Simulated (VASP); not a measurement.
Input:

```
CELL_PARAMETERS angstrom
      3.97128     0.00000     0.00000
      0.00000     3.97128     0.00000
      0.00000     0.00000     3.97128
ATOMIC_POSITIONS crystal
  Tl 0.00000 0.00000 0.00000
  Cl 0.50000 0.50000 0.50000
```

Method: PBE GGA, VASP's PBE PAW potentials (set 64) (plane waves; VASP 6.6.1). Run with 520 eV cut-off, 7×7×7 Γ-centred mesh, Gaussian smearing of 0.050 eV, potentials Tl_d Cl.

### Question
What does the run give for the energy per atom (σ→0), pressure?

### Answer

```yaml
energy per atom (σ→0): -3.002 eV/atom
pressure: -11.1 kbar
```

Total energies compare only between runs with the same potentials, cut-off and functional.

The compound is TlCl in the CsCl type structure. This cell is one point of a volume scan, at 1.06 of the reference volume.
